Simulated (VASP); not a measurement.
Output of a VASP run:

### OSZICAR
```
       N       E                     dE             d eps       ncg     rms          rms(c)
DAV:   1     0.242167795020E+03    0.24217E+03   -0.17247E+04   616   0.147E+03
DAV:   2     0.187630611150E+01   -0.24029E+03   -0.23532E+03   688   0.346E+02
DAV:   3    -0.115967968048E+02   -0.13473E+02   -0.13433E+02   724   0.825E+01
DAV:   4    -0.117166134426E+02   -0.11982E+00   -0.11977E+00   694   0.772E+00
DAV:   5    -0.117176466842E+02   -0.10332E-02   -0.10331E-02   724   0.657E-01    0.881E+00
DAV:   6    -0.109923811644E+02    0.72527E+00   -0.16508E+00   722   0.127E+01    0.685E+00
DAV:   7    -0.109608823792E+02    0.31499E-01   -0.61157E-01   712   0.433E+00    0.261E+00
DAV:   8    -0.109586920652E+02    0.21903E-02   -0.70590E-02   652   0.294E+00    0.385E-01
DAV:   9    -0.109585859195E+02    0.10615E-03   -0.10159E-02   712   0.130E+00    0.133E-01
DAV:  10    -0.109586979917E+02   -0.11207E-03   -0.10628E-03   688   0.403E-01    0.776E-02
DAV:  11    -0.109588098435E+02   -0.11185E-03   -0.25840E-04   634   0.109E-01    0.211E-02
DAV:  12    -0.109587949456E+02    0.14898E-04   -0.98238E-05   808   0.107E-01    0.876E-03
DAV:  13    -0.109587976635E+02   -0.27179E-05   -0.14968E-05   646   0.315E-02    0.664E-03
DAV:  14    -0.109587976430E+02    0.20532E-07   -0.89312E-07   694   0.465E-03
   1 F= -.12004739E+02 E0= -.12004739E+02  d E =-.120047E+02
```

File OUTCAR:
```
------------------------ aborting loop because EDIFF is reached ----------------------------------------
 Edisp (eV)   -1.04594
  FORCE on cell =-STRESS in cart. coord.  units (eV):
  Direction    XX          YY          ZZ          XY          YZ          ZX
  --------------------------------------------------------------------------------------
  Total      -0.01019    -0.01019     0.03951     0.00000    -0.00000     0.00000
  in kB      -0.14220    -0.14220     0.55141     0.00000    -0.00000     0.00000
  external pressure =        0.09 kB  Pullay stress =        0.00 kB
  volume of cell :      114.81
      direct lattice vectors                 reciprocal lattice vectors
     2.166127653 -3.751842909  0.000000000     0.230826655 -0.133267840  0.000000000
     2.166127653  3.751842909  0.000000000     0.230826655  0.133267840  0.000000000
     0.000000000  0.000000000  7.063215442     0.000000000  0.000000000  0.141578578
  FREE ENERGIE OF THE ION-ELECTRON SYSTEM (eV)
  ---------------------------------------------------
  free  energy   TOTEN  =       -12.0047389775 eV

  energy  without entropy=      -12.0047389775  energy(sigma->0) =      -12.00473898

 reached required accuracy - stopping structural energy minimisation
```
(Selected blocks of OUTCAR.)

POSCAR:
```
CdSe
1
    2.1661276528    -3.7518429086     0.0000000000
    2.1661276528     3.7518429086     0.0000000000
    0.0000000000     0.0000000000     7.0632154419
Cd Se
2 2
Direct
  0.6666670000   0.3333330000   0.5000459562
  0.3333330000   0.6666670000   0.0000459562
  0.6666670000   0.3333330000   0.8759540438
  0.3333330000   0.6666670000   0.3759540438
```

Write an INCAR and KPOINTS that could have produced this output.

One answer among several that fit: the input of the run itself, PBE GGA with D3 dispersion (zero damping), plane waves, VASP's PBE PAW potentials (set 64).

INCAR:
```
NELM = 100   ! most electronic steps
ISIF = 4
IVDW = 11
EDIFF = 1E-7   ! SCF stop (eV)
GGA = PE   ! PBE
LWAVE = .False.
LASPH = .True.   ! aspherical one-centre terms
IBRION = 2   ! conjugate gradients
NSW = 30   ! most ionic steps
EDIFFG = -0.01   ! ionic stop
LCHARG = .False.
ISMEAR = 0
SYSTEM = CdSe
PREC = Accurate
ENCUT = 520
LMAXMIX = 4   ! l cut-off of mixed one-centre charges
LREAL = .False.   ! projection in real space or not
SIGMA = 0.05   ! width (eV)
ALGO = Normal
```

File KPOINTS:
```
Automatic mesh
0
Gamma
6 6 3
0 0 0
```

POTCAR, in this order: Cd Se (PBE.64 set). Program: vasp_std.

The compound is CdSe in the wurtzite structure. It was relaxed first.
